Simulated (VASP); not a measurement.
Level of theory: PW91 GGA, VASP's PBE PAW potentials (set 64) (plane waves; VASP).

VASP ran on this input.

KPOINTS:
```
Automatic mesh
0
Gamma
8 8 4
0 0 0
```

File POSCAR:
```
ZnO
1
    1.6234571513    -2.8119107152     0.0000000000
    1.6234571513     2.8119107152     0.0000000000
    0.0000000000     0.0000000000     5.2414294298
Zn O
2 2
Direct
  0.6666670000   0.3333330000   0.5013041696
  0.3333330000   0.6666670000   0.0013041696
  0.6666670000   0.3333330000   0.8806958304
  0.3333330000   0.6666670000   0.3806958304
```

**INCAR**
```
SYSTEM = ZnO
PREC = Accurate; ENCUT = 520; LREAL = .False.
LASPH = .True.
EDIFF = 1E-7; NELM = 100; ALGO = Normal
LMAXMIX = 4
ISMEAR = 0; SIGMA = 0.05
GGA = 91
IBRION = 2; NSW = 30; ISIF = 4
EDIFFG = -0.01
LWAVE = .False.; LCHARG = .False.
```

POTCAR, in this order: Zn O (PBE.64 set). Program: vasp_std.

What VASP printed:

### OSZICAR
```
       N       E                     dE             d eps       ncg     rms          rms(c)
DAV:   1     0.292989186444E+03    0.29299E+03   -0.19050E+04  1320   0.240E+03
DAV:   2     0.922364975372E+01   -0.28377E+03   -0.27372E+03  1416   0.439E+02
DAV:   3    -0.208135204729E+02   -0.30037E+02   -0.29836E+02  1572   0.154E+02
DAV:   4    -0.213811894767E+02   -0.56767E+00   -0.56725E+00  1452   0.226E+01
DAV:   5    -0.213856277999E+02   -0.44383E-02   -0.44382E-02  1536   0.191E+00    0.151E+01
DAV:   6    -0.178950655938E+02    0.34906E+01   -0.12329E+01  2270   0.743E+01    0.921E+00
DAV:   7    -0.180730383540E+02   -0.17797E+00   -0.27468E+00  1402   0.198E+01    0.551E+00
DAV:   8    -0.180979242221E+02   -0.24886E-01   -0.86003E-01  1992   0.939E+00    0.186E+00
DAV:   9    -0.180305863364E+02    0.67338E-01   -0.19708E-01  2056   0.813E+00    0.355E-01
DAV:  10    -0.180343513334E+02   -0.37650E-02   -0.59393E-02  1332   0.179E+00    0.145E-01
DAV:  11    -0.180342886372E+02    0.62696E-04   -0.16480E-03  1920   0.601E-01    0.382E-02
DAV:  12    -0.180343352015E+02   -0.46564E-04   -0.18685E-04  2034   0.305E-01    0.299E-02
DAV:  13    -0.180343316251E+02    0.35764E-05   -0.33851E-05  1688   0.129E-01    0.111E-02
DAV:  14    -0.180343325338E+02   -0.90867E-06   -0.10940E-05  1446   0.348E-02    0.581E-03
DAV:  15    -0.180343318453E+02    0.68845E-06   -0.21874E-06  1668   0.136E-02    0.114E-03
DAV:  16    -0.180343317965E+02    0.48811E-07   -0.14332E-07   912   0.386E-03
   1 F= -.18034332E+02 E0= -.18034332E+02  d E =-.180343E+02
       N       E                     dE             d eps       ncg     rms          rms(c)
DAV:   1    -0.180344037762E+02   -0.71931E-04   -0.16477E-02  1320   0.106E+00    0.722E-02
DAV:   2    -0.180343968870E+02    0.68892E-05   -0.64000E-04  1566   0.305E-01    0.424E-02
DAV:   3    -0.180343604763E+02    0.36411E-04   -0.31444E-05  1870   0.101E-01    0.922E-03
DAV:   4    -0.180343602277E+02    0.24858E-06   -0.13417E-05  1426   0.354E-02    0.264E-03
DAV:   5    -0.180343602503E+02   -0.22523E-07   -0.14274E-06  1368   0.140E-02    0.115E-03
DAV:   6    -0.180343602307E+02    0.19571E-07   -0.11185E-07   684   0.680E-03
   2 F= -.18034360E+02 E0= -.18034360E+02  d E =-.284342E-04
```

**OUTCAR**
```
------------------------ aborting loop because EDIFF is reached ----------------------------------------
  FORCE on cell =-STRESS in cart. coord.  units (eV):
  Direction    XX          YY          ZZ          XY          YZ          ZX
  --------------------------------------------------------------------------------------
  Total        1.3514993      1.3514998      1.3833590      0.0000000     -0.0000000      0.0000000
  in kB       45.2485140     45.2485288     46.3151833      0.0000000     -0.0000000      0.0000000
  external PRESSURE =      45.6040754 kB  Pullay stress =       0.0000000 kB
  volume of cell :       47.85
      direct lattice vectors                 reciprocal lattice vectors
     1.623865838 -2.812618596 -0.000000000     0.307907210 -0.177770282 -0.000000000
     1.623865838  2.812618596  0.000000000     0.307907210  0.177770282  0.000000000
     0.000000000 -0.000000000  5.238791460     0.000000000 -0.000000000  0.190883720
  FREE ENERGIE OF THE ION-ELECTRON SYSTEM (eV)
  ---------------------------------------------------
  free  energy   TOTEN  =       -18.0343602307 eV

  energy  without entropy=      -18.0343602307  energy(sigma->0) =      -18.03436023

 reached required accuracy - stopping structural energy minimisation
```
(Selected blocks of OUTCAR.)

CONTCAR:
```
ZnO
   1.00000000000000
     1.6238658377975763   -2.8126185960169194   -0.0000000000000000
     1.6238658377975763    2.8126185960169194    0.0000000000000000
     0.0000000000000000   -0.0000000000000000    5.2387914600821839
  Zn              O
     2     2
Direct
     0.6666669999999968    0.3333330000000032    0.5014461558869101
     0.3333330000000032    0.6666669999999968    0.0014461558869101
     0.6666669999999968    0.3333330000000032    0.8805538441130878
     0.3333330000000032    0.6666669999999968    0.3805538441130878
```

The compound is ZnO in the wurtzite structure. This cell is one point of a volume scan, at 0.97 of the reference volume. Symmetry was kept, so distortions that lower it aren't found.
